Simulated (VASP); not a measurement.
# W(100) over its thickness

How many layers does a slab of W(100) need before surface energy, work function and relaxation settle?

Program: VASP 6.6.1. Level of theory: PBE; plane waves and PAW (W). Results are calculated unless marked as measured.

## 1. The structure

The structure is cubic, space group Im-3m (No. 229). The conventional cell has a = 3.160 Å, b = 3.160 Å, c = 3.160 Å, α = 90.00°, β = 90.00°, γ = 90.00°. Nearest to W lie 8 W at 2.74 Å.

As a file:

```
W
1.0
    -1.58000    1.58000    1.58000
     1.58000   -1.58000    1.58000
     1.58000    1.58000   -1.58000
W
1
Cartesian
  0.0000 0.0000 0.0000
```

## 2. The bulk reference, job relaxation, k-mesh 17×17×17

The bulk crystal is relaxed first, so that the slabs are cut at this functional's lattice.

INCAR

```
SYSTEM = W
PREC = Accurate
ENCUT = 420
EDIFF = 1E-06
NELM = 120
ISMEAR = 1
SIGMA = 0.15
LREAL = .FALSE.
ALGO = Normal
GGA = PE
NBANDS = 9
LASPH = .TRUE.
LORBIT = 11
LWAVE = .FALSE.
LCHARG = .FALSE.
KPAR = 4
IBRION = 2
NSW = 30
ISIF = 3
EDIFFG = -0.01
POTIM = 0.4
```

POSCAR

```
W
1.0
   -1.5800000000      1.5800000000      1.5800000000
    1.5800000000     -1.5800000000      1.5800000000
    1.5800000000      1.5800000000     -1.5800000000
W
1
Direct
    0.0000000000      0.0000000000      0.0000000000
```

KPOINTS

```
Automatic mesh
0
Gamma
17 17 17
0 0 0
```

The projector-augmented-wave data sets are W (PBE family, release 64).

Run with:

```
mpirun -np 4 vasp_std
```

Log:

```text
[banner, memory and clock lines left out]
running    4 mpi-ranks, on    1 nodes
 distrk:  each k-point on    1 cores,    4 groups
 distr:  one band on    1 cores,    1 groups

 POSCAR found type information on POSCAR W
 POSCAR found :  1 types and       1 ions
 LDA part: xc-table for (Slater+PW92), standard interpolation
 POSCAR, INCAR and KPOINTS ok, starting setup
 FFT: planning ... GRIDC
 FFT: planning ... GRID_SOFT
 FFT: planning ... GRID
 WAVECAR not read
 entering main loop
       N       E                     dE             d eps       ncg     rms          rms(c)
DAV:   1     0.465199577683E+01    0.46520E+01   -0.26455E+03  2994   0.477E+02
DAV:   2    -0.133464871483E+02   -0.17998E+02   -0.17222E+02  3422   0.119E+02
DAV:   3    -0.136881063775E+02   -0.34162E+00   -0.33860E+00  3434   0.132E+01
DAV:   4    -0.136891257666E+02   -0.10194E-02   -0.10192E-02  3452   0.734E-01
DAV:   5    -0.136891279581E+02   -0.21915E-05   -0.21923E-05  3466   0.312E-02    0.207E+01
DAV:   6    -0.132109703475E+02    0.47816E+00   -0.34074E-01  3302   0.379E+00    0.102E+01
DAV:   7    -0.130200553888E+02    0.19091E+00   -0.42212E-01  3420   0.405E+00    0.331E-01
DAV:   8    -0.130184826724E+02    0.15727E-02   -0.23077E-03  3201   0.365E-01    0.133E-01
DAV:   9    -0.130183116584E+02    0.17101E-03   -0.20141E-04  3544   0.695E-02    0.221E-02
DAV:  10    -0.130183119761E+02   -0.31768E-06   -0.18038E-05  3449   0.303E-02    0.221E-02
DAV:  11    -0.130183106703E+02    0.13058E-05   -0.71513E-07  1822   0.798E-03    0.470E-03
DAV:  12    -0.130183107104E+02   -0.40101E-07   -0.29604E-08  1567   0.204E-03
   1 F= -.13018311E+02 E0= -.13018181E+02  d E =-.130183E+02
 curvature:   0.00 expect dE= 0.000E+00 dE for cont linesearch  0.000E+00
 trial: gam= 0.00000 g(F)=  0.936E-65 g(S)=  0.148E-01 ort = 0.000E+00 (trialstep = 0.100E+01)
 search vector abs. value=  0.148E-01
 bond charge predicted
       N       E                     dE             d eps       ncg     rms          rms(c)
DAV:   1    -0.130178725464E+02    0.43812E-03   -0.57297E-01  2987   0.535E+00    0.228E+00
DAV:   2    -0.130092313322E+02    0.86412E-02   -0.90347E-03  3333   0.713E-01    0.978E-01
DAV:   3    -0.130067626766E+02    0.24687E-02   -0.63386E-03  3697   0.489E-01    0.239E-02
DAV:   4    -0.130067750964E+02   -0.12420E-04   -0.45663E-05  3284   0.439E-02    0.113E-02
DAV:   5    -0.130067884439E+02   -0.13347E-04   -0.37210E-05  3337   0.288E-02    0.370E-03
DAV:   6    -0.130067887629E+02   -0.31906E-06   -0.32766E-07  2086   0.457E-03
   2 F= -.13006789E+02 E0= -.13006772E+02  d E =0.115219E-01
 trial-energy change:    0.011522  1 .order    0.011176   -0.014786    0.037138
 step:   0.2768(harm=  0.2848)  dis= 0.00000  next Energy=   -13.020349 (dE=-0.204E-02)
 bond charge predicted
       N       E                     dE             d eps       ncg     rms          rms(c)
DAV:   1    -0.130260992653E+02   -0.19311E-01   -0.30616E-01  3006   0.399E+00    0.164E+00
DAV:   2    -0.130216319912E+02    0.44673E-02   -0.43516E-03  3355   0.481E-01    0.710E-01
DAV:   3    -0.130202869019E+02    0.13451E-02   -0.34782E-03  3767   0.368E-01    0.163E-02
DAV:   4    -0.130203019371E+02   -0.15035E-04   -0.23020E-05  3268   0.318E-02    0.116E-02
DAV:   5    -0.130203143569E+02   -0.12420E-04   -0.17539E-05  3387   0.203E-02    0.283E-03
DAV:   6    -0.130203144455E+02   -0.88598E-07   -0.17301E-07  1712   0.326E-03
   3 F= -.13020314E+02 E0= -.13020214E+02  d E =-.200374E-02
 curvature:  -0.14 expect dE=-0.602E-07 dE for cont linesearch -0.602E-07
 trial: gam= 0.00000 g(F)=  0.279E-64 g(S)=  0.423E-06 ort =-0.791E-04 (trialstep = 0.855E+00)
 search vector abs. value=  0.423E-06
 reached required accuracy - stopping structural energy minimisation
```

The job ended after 7.2 s (4 MPI ranks of Intel Xeon 6975P-C (Granite Rapids), shared host; peak memory 0.54 GiB; 25 s of CPU time).

The logs omit lines about the potential files and the build; timing stands in the text.

From OUTCAR (step 2):

```text
ion  position               nearest neighbor table
   1  0.000  0.000  0.000-

  LATTYP: Found a body centered cubic cell.
 ALAT       =     3.1600000000

 Subroutine GETGRP returns: Found 48 space group operations
 (whereof 48 operations were pure point group operations)

The static configuration has the point symmetry O_h .

 Found    165 irreducible k-points:

   k-points           NKPTS =    165   k-points in BZ     NKDIM =    165   number of bands    NBANDS=      9

   dimension x,y,z NGX =    18 NGY =   18 NGZ =   18
   dimension x,y,z NGXF=    36 NGYF=   36 NGZF=   36

   ENCUT  =  420.0 eV  30.87 Ry    5.56 a.u.   4.57  4.57  4.57*2*pi/ulx,y,z

   NELECT =       6.0000    total number of electrons

 k-points in reciprocal lattice and weights: Automatic mesh
   0.00000000  0.00000000  0.00000000       0.000
   0.05882353  0.00000000  0.00000000       0.002
   0.11764706  0.00000000  0.00000000       0.002
   0.17647059  0.00000000  0.00000000       0.002
   0.23529412  0.00000000  0.00000000       0.002
   0.29411765  0.00000000  0.00000000       0.002
   0.35294118  0.00000000  0.00000000       0.002
   0.41176471  0.00000000  0.00000000       0.002
   0.47058824  0.00000000  0.00000000       0.002
[...]
-0.47058824 -0.47058824  0.41176471       0.002
  -0.47058824  0.47058824  0.47058824       0.001

 average (electrostatic) potential at core
       1 -38.0151

 E-fermi :   7.7736

 k-point     1 :       0.0000    0.0000    0.0000
  band No.  band energies     occupation
      1      -1.8333      2.00000
      2       6.5031      2.00000
      3       6.5031      2.00000
      4       6.5031      2.00000
      5       9.9529     -0.00000
      6       9.9529     -0.00000
      7      22.9495      0.00000
      8      22.9495      0.00000
      9      22.9495      0.00000

 k-point     2 :       0.0588    0.0000    0.0000
  band No.  band energies     occupation
      1      -1.6711      2.00000
      2       6.4033      2.00000
      3       6.4819      2.00000
      4       6.6641      2.00000
      5       9.7953     -0.00000
      6       9.9555     -0.00000
      7      23.0888      0.00000
      8      23.2326      0.00000
      9      23.3459      0.00000

 k-point     3 :       0.1176    0.0000    0.0000
  band No.  band energies     occupation
      1      -1.2029      2.00000
      2       6.1295      2.00000
      3       6.3855      2.00000
      4       7.1413      2.00000
      5       9.4692     -0.00000
      6       9.9715     -0.00000
      7      23.4207      0.00000
      8      24.0536      0.00000
      9      24.3232      0.00000

  Total       -0.0019115     -0.0019115     -0.0019115      0.0000000      0.0000000      0.0000000
  in kB       -0.1919068     -0.1919068     -0.1919068      0.0000000      0.0000000      0.0000000
  external PRESSURE =      -0.1919068 kB  Pullay stress =       0.0000000 kB

  energy-cutoff  :      420.00
  volume of cell :       15.96
      direct lattice vectors                 reciprocal lattice vectors
    -1.586030819  1.586030819  1.586030819     0.000000000  0.315252386  0.315252386
     1.586030819 -1.586030819  1.586030819     0.315252386  0.000000000  0.315252386
     1.586030819  1.586030819 -1.586030819     0.315252386  0.315252386  0.000000000

 POSITION                                       TOTAL-FORCE (eV/Angst)
 -----------------------------------------------------------------------------------
      0.00000      0.00000      0.00000        -0.000000     -0.000000      0.000000
 -----------------------------------------------------------------------------------
    total drift:                                0.000000      0.000000      0.000000

  FREE ENERGIE OF THE ION-ELECTRON SYSTEM (eV)
  ---------------------------------------------------
  free  energy   TOTEN  =       -13.0203144455 eV

  energy  without entropy=      -13.0200146012  energy(sigma->0) =      -13.02021450

 reached required accuracy - stopping structural energy minimisation

 total charge
# of ion       s       p       d       tot
------------------------------------------
    1        0.674   0.721   4.144   5.539

[... 3 further parts left out ...]
```

The data set W keeps the semicore shell frozen, which is cheaper and a little less accurate. The run keeps the 48 symmetry operations of its start, so it cannot find a distortion of lower symmetry.

Step by step:

| step | energy less that of the first step (eV) | largest force (eV/Å) | pressure (GPa) | volume (Å³) |
| --- | --- | --- | --- | --- |
| 1 | 0.0000 | 0.0000 | 3.63 | 15.78 |
| 2 | 0.0115 | 0.0000 | -8.75 | 16.44 |
| 3 | -0.0020 | 0.0000 | -0.02 | 15.96 |

| conventional cell, symmetrised | before | after | change |
| --- | --- | --- | --- |
| a (Å) | 3.160 | 3.172 | +0.4 % |
| b (Å) | 3.160 | 3.172 | +0.4 % |
| c (Å) | 3.160 | 3.172 | +0.4 % |
| volume (Å³/atom) | 15.78 | 15.96 | +1.1 % |

The relaxed structure:

```cif
data_structure
_symmetry_space_group_name_H-M 'P 1'
_symmetry_Int_Tables_number 1
_cell_length_a 2.7471
_cell_length_b 2.7471
_cell_length_c 2.7471
_cell_angle_alpha 109.471
_cell_angle_beta 109.471
_cell_angle_gamma 109.471
_cell_volume 15.96
loop_
_atom_site_label
_atom_site_type_symbol
_atom_site_fract_x
_atom_site_fract_y
_atom_site_fract_z
_atom_site_occupancy
W1 W 0.00000 0.00000 0.00000 1
```

Numbers from this step:

- electronic cycles: 24
- electrons: 6
- free energy (TOTEN): -13.02 eV
- energy at zero smearing: -13.02 eV
- Fermi energy: 7.774 eV
- metallic: yes

The run ended after 3 ionic steps, 0.002 eV below its first step, once forces and stress met EDIFFG = -0.01.

Energy at zero smearing: -13.02021 eV.

## 3. The bulk reference, job self-consistent run, k-mesh 21×21×21

INCAR

```
SYSTEM = W
PREC = Normal
ENCUT = 320
EDIFF = 1E-06
NELM = 120
ISMEAR = 1
SIGMA = 0.15
LREAL = .FALSE.
ALGO = Fast
GGA = PE
NBANDS = 9
LASPH = .TRUE.
LORBIT = 11
LWAVE = .FALSE.
LCHARG = .FALSE.
KPAR = 4
```

POSCAR

```
W
1.0
   -1.5860308191      1.5860308191      1.5860308191
    1.5860308191     -1.5860308191      1.5860308191
    1.5860308191      1.5860308191     -1.5860308191
W
1
Direct
    0.0000000000      0.0000000000      0.0000000000
```

KPOINTS

```
Automatic mesh
0
Gamma
21 21 21
0 0 0
```

Run with:

```
mpirun -np 4 vasp_std
```

Log:

```text
[... set-up lines as in an earlier step ...]
 entering main loop
       N       E                     dE             d eps       ncg     rms          rms(c)
DAV:   1    -0.936544708897E+00   -0.93654E+00   -0.22076E+03  5486   0.371E+02
DAV:   2    -0.134749939859E+02   -0.12538E+02   -0.12006E+02  5976   0.964E+01
DAV:   3    -0.137006980308E+02   -0.22570E+00   -0.22442E+00  5998   0.101E+01
DAV:   4    -0.137012334810E+02   -0.53545E-03   -0.53542E-03  5986   0.519E-01
[...]
RMM:  12    -0.130128313752E+02   -0.36630E-05   -0.15539E-05  5706   0.232E-02    0.591E-02
RMM:  13    -0.130128271123E+02    0.42629E-05   -0.35436E-06  5534   0.132E-02    0.300E-02
RMM:  14    -0.130128271900E+02   -0.77702E-07   -0.33030E-07  3419   0.470E-03
   1 F= -.13012827E+02 E0= -.13012504E+02  d E =-.971017E-03
```

Elapsed: 3.6 s, on 4 MPI ranks; peak memory 0.45 GiB.

Parts of OUTCAR (step 3):

```text
  Total       -0.0899007     -0.0899007     -0.0899007      0.0000000      0.0000000      0.0000000
  in kB       -9.0256571     -9.0256571     -9.0256571      0.0000000      0.0000000      0.0000000
  external PRESSURE =      -9.0256571 kB  Pullay stress =       0.0000000 kB

 POSITION                                       TOTAL-FORCE (eV/Angst)
 -----------------------------------------------------------------------------------
      0.00000      0.00000      0.00000        -0.000000     -0.000000      0.000000
 -----------------------------------------------------------------------------------
    total drift:                               -0.000000      0.000000     -0.000000

  FREE ENERGIE OF THE ION-ELECTRON SYSTEM (eV)
  ---------------------------------------------------
  free  energy   TOTEN  =       -13.0128271900 eV

  energy  without entropy=      -13.0118561731  energy(sigma->0) =      -13.01250352

[... 3 further parts left out ...]
[key lines of the parts left out:]
E-fermi :   7.8244
```

Numbers from this step:

| Item | Value |
| --- | --- |
| electronic cycles | 14 |
| free energy (TOTEN) | -13.01 eV |
| energy at zero smearing | -13.01 eV |
| Fermi energy | 7.824 eV |

Energy at zero smearing: -13.01250 eV.

The run ends at a pressure of -0.90 GPa.

(Continued in part 2 of 7.)

[Lines on the potential files, build, host, timing and source positions are cut from VASP's logs without a mark.]

[Logs are printed without paths, hosts, clocks, repeated set-up lines and the standing remarks that a program may print on its own settings, such as how far it seeks lower states.]

[Hosts, paths, dates, database ids (printed as entryN), source tags and the programs' standing remarks are cut or masked in the printed files.]

[Runs that stopped without an error message from VASP are left out.]
